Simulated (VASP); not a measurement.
Level of theory: vdW-DF-cx, VASP's PBE PAW potentials (set 64) (plane waves; VASP).

VASP input:

### KPOINTS
```
Automatic mesh
0
Gamma
8 8 8
0 0 0
```

### POSCAR
```
Al3Sc
4.0844430
  0.9999999965   0.0000000000   0.0000000000
  0.0000000000   0.9999999965   0.0000000000
  0.0000000000   0.0000000000   0.9999999965
Sc Al
1 3
direct
  0.0000000000   0.0000000000   0.0000000000
  0.0000000000   0.5000000000   0.5000000000
  0.5000000000   0.0000000000   0.5000000000
  0.5000000000   0.5000000000   0.0000000000
```

### INCAR
```
AGGAC = 0.0
ALGO = Normal
EDIFF = 1E-7
ENCUT = 520
GGA = CX
ISIF = 2
ISMEAR = 1
LASPH = T
LCHARG = F
LMAXMIX = 4
LREAL = F
LUSE_VDW = T
LWAVE = F
NELM = 100
PREC = Accurate
SIGMA = 0.1
SYSTEM = Al3Sc
```

POTCAR, in this order: Sc_sv Al (PBE.64 set). Program: vasp_std.

What VASP printed:

OSZICAR:
```
       N       E                     dE             d eps       ncg     rms          rms(c)
DAV:   1     0.122841223478E+03    0.12284E+03   -0.83219E+03   980   0.129E+03
DAV:   2    -0.635466188889E+01   -0.12920E+03   -0.12711E+03   992   0.366E+02
DAV:   3    -0.143343980854E+02   -0.79797E+01   -0.77158E+01  1516   0.734E+01
DAV:   4    -0.144739265496E+02   -0.13953E+00   -0.13911E+00  1368   0.108E+01
DAV:   5    -0.144770843684E+02   -0.31578E-02   -0.31575E-02  1450   0.161E+00    0.924E+00
DAV:   6    -0.135853284772E+02    0.89176E+00   -0.47146E+00  1612   0.256E+01    0.339E+00
DAV:   7    -0.135420400275E+02    0.43288E-01   -0.99375E-02  1254   0.284E+00    0.195E+00
DAV:   8    -0.135232986036E+02    0.18741E-01   -0.39971E-02  1508   0.186E+00    0.236E-01
DAV:   9    -0.135230658724E+02    0.23273E-03   -0.29845E-03  1268   0.543E-01    0.962E-02
DAV:  10    -0.135230330918E+02    0.32781E-04   -0.17828E-04  1504   0.144E-01    0.665E-02
DAV:  11    -0.135230303656E+02    0.27263E-05   -0.38433E-05  1538   0.442E-02    0.384E-02
DAV:  12    -0.135230248848E+02    0.54807E-05   -0.35966E-05  1594   0.717E-02    0.598E-03
DAV:  13    -0.135230247456E+02    0.13926E-06   -0.26660E-06  1564   0.207E-02    0.179E-03
DAV:  14    -0.135230247838E+02   -0.38228E-07   -0.65411E-07  1258   0.899E-03
   1 F= -.13523025E+02 E0= -.13522619E+02  d E =-.121881E-02
```

**OUTCAR**
```
------------------------ aborting loop because EDIFF is reached ----------------------------------------
  FORCE on cell =-STRESS in cart. coord.  units (eV):
  Direction    XX          YY          ZZ          XY          YZ          ZX
  --------------------------------------------------------------------------------------
  Total        0.0139951      0.0139951      0.0139951      0.0000000     -0.0000000      0.0000000
  in kB        0.3290691      0.3290691      0.3290691      0.0000000     -0.0000000      0.0000000
  external PRESSURE =       0.3290691 kB  Pullay stress =       0.0000000 kB
  volume of cell :       68.14
      direct lattice vectors                 reciprocal lattice vectors
     4.084442986  0.000000000  0.000000000     0.244831426  0.000000000  0.000000000
     0.000000000  4.084442986  0.000000000     0.000000000  0.244831426  0.000000000
     0.000000000  0.000000000  4.084442986     0.000000000  0.000000000  0.244831426
 POSITION                                       TOTAL-FORCE (eV/Angst)
 -----------------------------------------------------------------------------------
      0.00000      0.00000      0.00000         0.000000      0.000000      0.000000
      0.00000      2.04222      2.04222         0.000000      0.000000      0.000000
      2.04222      0.00000      2.04222         0.000000      0.000000      0.000000
      2.04222      2.04222      0.00000         0.000000      0.000000      0.000000
 -----------------------------------------------------------------------------------
    total drift:                               -0.000000     -0.000000      0.000000
  FREE ENERGIE OF THE ION-ELECTRON SYSTEM (eV)
  ---------------------------------------------------
  free  energy   TOTEN  =       -13.5230247838 eV

  energy  without entropy=      -13.5218059777  energy(sigma->0) =      -13.52261852
```
(Selected blocks of OUTCAR.)

**OUTCAR**
```
 val. band max:        7.2602147166   @ k =   0.2500   0.1250   0.1250

 cond. band min:       7.2904125980   @ k =   0.5000   0.2500   0.2500


 Fermi energy:         7.2814025414

 k-point     1 :       0.0000    0.0000    0.0000
  band No.  band energies     occupation
      1     -41.5046      2.00000
      2     -20.3251      2.00000
      3     -20.3251      2.00000
      4     -20.3251      2.00000
      5      -2.7593      2.00000
      6       4.6629      2.00000
      7       4.6629      2.00000
      8       5.4429      2.00000
      9       5.4429      2.00000
     10       5.4429      2.00000
     11       8.5414     -0.00000
     12       8.5577     -0.00000
     13       8.5577     -0.00000
     14       8.5577     -0.00000

 k-point     2 :       0.1250    0.0000    0.0000
  band No.  band energies     occupation
      1     -41.5044      2.00000
      2     -20.3300      2.00000
      3     -20.3247      2.00000
      4     -20.3247      2.00000
      5      -2.6151      2.00000
      6       3.5955      2.00000
      7       4.7749      2.00000
      8       5.4596      2.00000
      9       5.4596      2.00000
     10       6.1457      2.00000
     11       8.4772     -0.00000
     12       8.4772     -0.00000
     13       8.6028     -0.00000
     14       9.1116     -0.00000

 k-point     3 :       0.2500    0.0000    0.0000
  band No.  band energies     occupation
      1     -41.5040      2.00000
      2     -20.3417      2.00000
      3     -20.3238      2.00000
      4     -20.3238      2.00000
      5      -2.1899      2.00000
      6       2.1422      2.00000
      7       5.0929      2.00000
      8       5.4957      2.00000
      9       5.4957      2.00000
     10       6.9509      2.00003
     11       8.3386     -0.00000
     12       8.3386     -0.00000
     13       8.7176     -0.00000
     14       9.7440      0.00000

 k-point     4 :       0.3750    0.0000    0.0000
  band No.  band energies     occupation
...
```

The compound is Al3Sc in the L1_2 structure. It was relaxed first.
